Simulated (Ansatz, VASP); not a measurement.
# Tl (Thallium): VASP beside Ansatz, part 2 of 2

One calculation is typed for both programs; each brings its own data sets. How far apart do they land? The structure shown comes from an earlier run, which isn't shown and may have moved the atoms alone.

VASP 6.6.1 and Ansatz 0.2.0.

So far: The structure; Ansatz: elastic constants, PBEsol.

## Step 3: VASP: elastic constants, PBEsol

Level of this step: PBEsol; plane waves and PAW (Tl_d) (VASP).

The same cell, functional, mesh and smearing now go to VASP, with its own data sets.

Lines of VASP's logs that name or quote its potential files are left out, and so is its time.

INCAR reads:

```
SYSTEM = Tl
PREC = Accurate
ENCUT = 500
EDIFF = 1E-08
NELM = 120
ISMEAR = 0
SIGMA = 0.05
LREAL = .FALSE.
ALGO = Normal
GGA = PS
NBANDS = 19
LORBIT = 11
LWAVE = .FALSE.
LCHARG = .FALSE.
ISIF = 3
IBRION = 6
NFREE = 2
POTIM = 0.015
NSW = 1
LASPH = .TRUE.
GGA_COMPAT = .FALSE.
KPAR = 2
```

POSCAR reads:

```
Tl
1.0
    3.5276414659      0.0000000000      0.0000000000
   -1.7638207329      3.0550271249      0.0000000000
    0.0000000000      0.0000000000      5.3247140389
Tl
2
Direct
    0.3333333334      0.6666666668      0.2500000000
    0.6666666668      0.3333333334      0.7500000000
```

KPOINTS reads:

```
Automatic mesh
0
Gamma
12 12 8
0 0 0
```

Potentials, in the order of the species: Tl_d (PBE family, release 64).

Started as:

```
$ mpirun -np 2 vasp_std
```

Numbers of over 12 decimals in the logs are rounded to 6 here.

What it wrote:

```text
[banner, memory and clock lines left out]
running    2 mpi-ranks, on    1 nodes
 distrk:  each k-point on    1 cores,    2 groups
 distr:  one band on    1 cores,    1 groups

 POSCAR found type information on POSCAR Tl
 POSCAR found :  1 types and       2 ions
|                                                                             |
|               ----> ADVICE to this user running VASP <----                  |
|                                                                             |
|     You enforced a specific xc type in the INCAR file but a different       |
|     [... a line on the potential file left out ...]
|     I HOPE YOU KNOW WHAT YOU ARE DOING!                                     |
|                                                                             |

 LDA part: xc-table for (Slater+PW92), standard interpolation
 POSCAR, INCAR and KPOINTS ok, starting setup
 FFT: planning ... GRIDC
 FFT: planning ... GRID_SOFT
 FFT: planning ... GRID
 WAVECAR not read
 entering main loop
       N       E                     dE             d eps       ncg     rms          rms(c)
DAV:   1     0.126783083845E+03    0.12678E+03   -0.13948E+04  3610   0.125E+03
DAV:   2    -0.292509561127E+01   -0.12971E+03   -0.12742E+03  3856   0.276E+02
DAV:   3    -0.532214234936E+01   -0.23970E+01   -0.23868E+01  4123   0.332E+01
DAV:   4    -0.533701127403E+01   -0.14869E-01   -0.14867E-01  3880   0.280E+00
DAV:   5    -0.533721485020E+01   -0.20358E-03   -0.20358E-03  3973   0.325E-01    0.303E+00
DAV:   6    -0.527368601703E+01    0.63529E-01   -0.11399E-01  3766   0.270E+00    0.213E+00
DAV:   7    -0.526268093649E+01    0.11005E-01   -0.41789E-02  3794   0.162E+00    0.849E-01
DAV:   8    -0.526184150097E+01    0.83944E-03   -0.24726E-03  3741   0.392E-01    0.485E-02
DAV:   9    -0.526184296509E+01   -0.14641E-05   -0.15551E-05  4107   0.350E-02    0.116E-02
DAV:  10    -0.526184520900E+01   -0.22439E-05   -0.24841E-06  3790   0.143E-02    0.120E-03
DAV:  11    -0.526184525311E+01   -0.44109E-07   -0.16058E-07  4012   0.278E-03    0.441E-04
DAV:  12    -0.526184527771E+01   -0.24593E-07   -0.11228E-08  2058   0.919E-04    0.405E-05
DAV:  13    -0.526184527775E+01   -0.43201E-10   -0.43617E-10  1916   0.159E-04
   1 F= -.52618453E+01 E0= -.52613762E+01  d E =-.938202E-03
[... from here on, the cycles between the ionic steps are left out ...]
   2 F= -.52597822E+01 E0= -.52595354E+01  d E =-.493505E-03
   3 F= -.52603201E+01 E0= -.52599324E+01  d E =-.775305E-03
   8 F= -.52616563E+01 E0= -.52613602E+01  d E =-.592214E-03
   9 F= -.52616565E+01 E0= -.52613604E+01  d E =-.592209E-03
  10 F= -.52609829E+01 E0= -.52605433E+01  d E =-.879317E-03
  11 F= -.52609829E+01 E0= -.52605433E+01  d E =-.879317E-03
  12 F= -.52609833E+01 E0= -.52605432E+01  d E =-.880177E-03
  13 F= -.52609833E+01 E0= -.52605432E+01  d E =-.880182E-03
  14 F= -.52617993E+01 E0= -.52613383E+01  d E =-.921965E-03
  15 F= -.52617994E+01 E0= -.52613384E+01  d E =-.921965E-03
  16 F= -.52614720E+01 E0= -.52610043E+01  d E =-.935413E-03
 Finite differences progress:
  Degree of freedom:   8/  8
  Displacement:        1/  2
  Total:              15/ 16
 bond charge predicted
       N       E                     dE             d eps       ncg     rms          rms(c)
DAV:   1    -0.525718049977E+01    0.42916E-02   -0.56686E+00  4978   0.135E+01    0.101E-01
DAV:   2    -0.526143548512E+01   -0.42550E-02   -0.42727E-02  5432   0.183E+00    0.366E-02
DAV:   3    -0.526147648586E+01   -0.41001E-04   -0.51604E-04  5362   0.173E-01    0.156E-02
DAV:   4    -0.526147256804E+01    0.39178E-05   -0.16138E-05  5506   0.309E-02    0.356E-03
DAV:   5    -0.526147209098E+01    0.47706E-06   -0.14069E-06  5389   0.696E-03    0.102E-03
DAV:   6    -0.526147204799E+01    0.42991E-07   -0.98356E-08  5460   0.182E-03    0.329E-04
DAV:   7    -0.526147204396E+01    0.40313E-08   -0.10523E-08  2900   0.592E-04
  17 F= -.52614720E+01 E0= -.52610043E+01  d E =-.935413E-03
 Finite differences progress:
  Degree of freedom:   8/  8
  Displacement:        2/  2
  Total:              16/ 16
```

From OUTCAR (step 3):

```text
ion  position               nearest neighbor table
   1  0.333  0.667  0.250-   2 3.35   2 3.35   2 3.35   2 3.35   2 3.35   2 3.35
   2  0.667  0.333  0.750-   1 3.35   1 3.35   1 3.35   1 3.35   1 3.35   1 3.35

  LATTYP: Found a hexagonal cell.
 ALAT       =     3.5276414659
 C/A-ratio  =     1.5094260827

 Subroutine GETGRP returns: Found 24 space group operations
 (whereof 12 operations were pure point group operations)

The static configuration has the point symmetry D_3d.
 The point group associated with its full space group is D_6h.

 Found     95 irreducible k-points:

   k-points           NKPTS =     95   k-points in BZ     NKDIM =     95   number of bands    NBANDS=     19

   dimension x,y,z NGX =    28 NGY =   28 NGZ =   40
   dimension x,y,z NGXF=    56 NGYF=   56 NGZF=   80

   ENCUT  =  500.0 eV  36.75 Ry    6.06 a.u.   6.43  6.43  9.71*2*pi/ulx,y,z

   NELECT =      26.0000    total number of electrons

 k-points in reciprocal lattice and weights: Automatic mesh
   0.00000000  0.00000000  0.00000000       0.001
   0.08333333 -0.00000000  0.00000000       0.005
   0.16666667  0.00000000  0.00000000       0.005
   0.25000000  0.00000000  0.00000000       0.005
   0.33333333  0.00000000  0.00000000       0.005
   0.41666667  0.00000000  0.00000000       0.005
   0.50000000  0.00000000  0.00000000       0.003
   0.08333333  0.08333333  0.00000000       0.005
   0.16666667  0.08333333  0.00000000       0.010
[...]
0.33333333  0.25000000  0.50000000       0.010
   0.33333333  0.33333333  0.50000000       0.002

 average (electrostatic) potential at core
       1 -82.9756       2 -82.9756

 E-fermi :   6.3458

 k-point     1 :       0.0000    0.0000    0.0000
  band No.  band energies     occupation
    ...
      9      -4.6771      2.00000
     10      -4.6771      2.00000
     11      -3.7015      2.00000
     12       1.7975      2.00000
     13       3.7036      2.00000
     14      13.6051      0.00000
     15      13.6051      0.00000
     16      15.8428      0.00000
     17      15.8428      0.00000
     18      16.2085      0.00000
    ...

 k-point     2 :       0.0833   -0.0000    0.0000
  band No.  band energies     occupation
    ...
      9      -4.7037      2.00000
     10      -4.6698      2.00000
     11      -3.5741      2.00000
     12       1.8704      2.00000
     13       3.8689      2.00000
     14      12.2208      0.00000
     15      13.0395      0.00000
     16      14.7770      0.00000
     17      16.2368      0.00000
     18      16.9870      0.00000
    ...

 k-point     3 :       0.1667    0.0000    0.0000
  band No.  band energies     occupation
    ...
      9      -4.7688      2.00000
     10      -4.6521      2.00000
     11      -3.1862      2.00000
     12       2.0876      2.00000
     13       4.3486      2.00000
     14       9.9733      0.00000
     15      12.0430      0.00000
     16      13.4568      0.00000
     17      15.9842      0.00000
     18      16.1068      0.00000
    ...

  Total       -0.0200229     -0.0200229     -0.0224077     -0.0000000      0.0000000      0.0000000
  in kB       -0.5590383     -0.5590383     -0.6256212     -0.0000000      0.0000000      0.0000000
  external PRESSURE =      -0.5812326 kB  Pullay stress =       0.0000000 kB

  energy-cutoff  :      500.00
  volume of cell :       57.38
      direct lattice vectors                 reciprocal lattice vectors
     3.527641466  0.000000000  0.000000000     0.283475520  0.163664668  0.000000000
    -1.763820733  3.055027125  0.000000000     0.000000000  0.327329336  0.000000000
     0.000000000  0.000000000  5.324714039     0.000000000  0.000000000  0.187803513

 POSITION                                       TOTAL-FORCE (eV/Angst)
 -----------------------------------------------------------------------------------
      0.00000      2.03668      1.31618         0.000000      0.000000      0.049620
      1.76382      1.01834      3.99354        -0.000000     -0.000000     -0.049620
 -----------------------------------------------------------------------------------
    total drift:                               -0.000000     -0.000000     -0.000189

  FREE ENERGIE OF THE ION-ELECTRON SYSTEM (eV)
  ---------------------------------------------------
  free  energy   TOTEN  =        -5.2614720440 eV

  energy  without entropy=       -5.2605366310  energy(sigma->0) =       -5.26100434

  SYMMETRIZED ELASTIC MODULI (kBar)
 Direction    XX          YY          ZZ          XY          YZ          ZX
 --------------------------------------------------------------------------------
 XX         477.6736    327.0324    250.1290      0.0000      0.0000      0.0000
 YY         327.0324    477.6736    250.1290      0.0000     -0.0000      0.0000
 ZZ         250.1290    250.1290    668.0248      0.0000     -0.0000      0.0000
 XY           0.0000      0.0000      0.0000     75.3206      0.0000     -0.0000
 YZ           0.0000     -0.0000     -0.0000      0.0000    215.8978      0.0000
 ZX           0.0000      0.0000      0.0000     -0.0000      0.0000    215.8978
 --------------------------------------------------------------------------------

 Eigenvectors and eigenvalues of the dynamical matrix
 ----------------------------------------------------

   1 f  =    2.812719 THz    17.672838 2PiTHz   93.822223 cm-1    11.632468 meV
             X         Y         Z           dx          dy          dz
      0.000000  2.036685  1.331179     0.000000    0.000000   -0.707107
      1.763821  1.018342  3.993536     0.000000    0.000000    0.707107

   2 f  =    0.990503 THz     6.223516 2PiTHz   33.039635 cm-1     4.096391 meV
             X         Y         Z           dx          dy          dz
      0.000000  2.036685  1.331179    -0.558472   -0.433716    0.000000
      1.763821  1.018342  3.993536     0.558472    0.433716    0.000000

   3 f  =    0.990503 THz     6.223516 2PiTHz   33.039635 cm-1     4.096391 meV
             X         Y         Z           dx          dy          dz
      0.000000  2.036685  1.331179    -0.433716    0.558472    0.000000
      1.763821  1.018342  3.993536     0.433716   -0.558472    0.000000

   4 f  =    0.000000 THz     0.000000 2PiTHz    0.000000 cm-1     0.000000 meV
             X         Y         Z           dx          dy          dz
      0.000000  2.036685  1.331179     0.000000    0.000000    0.707107
      1.763821  1.018342  3.993536     0.000000    0.000000    0.707107

   5 f/i=    0.000000 THz     0.000000 2PiTHz    0.000000 cm-1     0.000000 meV
             X         Y         Z           dx          dy          dz
      0.000000  2.036685  1.331179     0.256770    0.658839    0.000000
      1.763821  1.018342  3.993536     0.256770    0.658839    0.000000

   6 f/i=    0.000000 THz     0.000000 2PiTHz    0.000001 cm-1     0.000000 meV
             X         Y         Z           dx          dy          dz
      0.000000  2.036685  1.331179    -0.658839    0.256770    0.000000
      1.763821  1.018342  3.993536    -0.658839    0.256770    0.000000

 ELASTIC MODULI CONTR FROM IONIC RELAXATION (kBar)
 Direction    XX          YY          ZZ          XY          YZ          ZX
 --------------------------------------------------------------------------------
 XX         -67.1552     67.1552     -0.0000     -0.0000     -0.0000     -0.0000
 YY          67.1552    -67.1552      0.0000     -0.0000     -0.0000     -0.0000
 ZZ          -0.0000      0.0000     -0.0000      0.0000      0.0000      0.0000
 XY          -0.0000     -0.0000      0.0000    -67.1552      0.0000      0.0000
 YZ          -0.0000     -0.0000      0.0000      0.0000     -0.0000     -0.0000
 ZX          -0.0000     -0.0000      0.0000      0.0000     -0.0000     -0.0000
 --------------------------------------------------------------------------------

 TOTAL ELASTIC MODULI (kBar)
 Direction    XX          YY          ZZ          XY          YZ          ZX
 --------------------------------------------------------------------------------
 XX         410.5184    394.1876    250.1290      0.0000     -0.0000     -0.0000
 YY         394.1876    410.5184    250.1290      0.0000     -0.0000     -0.0000
 ZZ         250.1290    250.1290    668.0248      0.0000     -0.0000      0.0000
 XY           0.0000      0.0000      0.0000      8.1654      0.0000     -0.0000
 YZ           0.0000     -0.0000     -0.0000      0.0000    215.8978      0.0000
 ZX          -0.0000     -0.0000      0.0000     -0.0000      0.0000    215.8978
 --------------------------------------------------------------------------------

 total charge
# of ion       s       p       d       tot
------------------------------------------
    1        1.176   0.392   9.636  11.204
    2        1.176   0.392   9.636  11.204
--------------------------------------------------
tot          2.351   0.784  19.273  22.408

[... 3 further parts left out ...]
```

Levels, forces or a CONTCAR printed for this step are those of its last displaced cell, not of the structure at rest.

## Step 4: Comparison

Known differences besides the potentials themselves: the cutoff is 420 eV in Ansatz and 500 eV in VASP; Ansatz makes its cores anew for this functional, VASP keeps those of its PBE data sets; VASP takes each elastic constant from one size of strain, Ansatz from those that its log lists. Total energies have different zeros and are not compared.

Both answers:

| quantity | Ansatz | VASP | difference |
| --- | --- | --- | --- |
| C11 (GPa) | 35.5 | 41.0 | -13.58 % |
| C22 (GPa) | 35.5 | 41.0 | -13.58 % |
| C33 (GPa) | 78.9 | 66.8 | +18.05 % |
| C12 (GPa) | 47.1 | 39.4 | +19.59 % |
| C13 (GPa) | 21.6 | 25.0 | -13.76 % |
| C23 (GPa) | 21.6 | 25.0 | -13.76 % |
| C44 (GPa) | 21.3 | 21.6 | -1.53 % |
| C55 (GPa) | 21.3 | 21.6 | -1.53 % |
| C66 (GPa) | -5.8 | 0.8 | -811.41 % |

## Step 5: Summary of results

| Property | Result |
| --- | --- |
| difference in C66 (elastic constants, PBEsol) | -811 % |

**Reading.** The difference in C66 is -811 % (elastic constants, PBEsol), beyond the 5 % picked in this series as the mark of a large difference. What causes the difference of the elastic constants, PBEsol pair stays open here. Such differences can come from data sets, numerical settings and the points named under the comparisons, not from the functional's error against experiment.

[Lines on the potential files, build, host, timing and source positions are cut from VASP's logs without a mark.]

[Logs are printed without paths, hosts, clocks, repeated set-up lines and the standing remarks that a program may print on its own settings, such as how far it seeks lower states.]

[Hosts, paths, dates, database ids (printed as entryN), source tags and the programs' standing remarks are cut or masked in the printed files.]
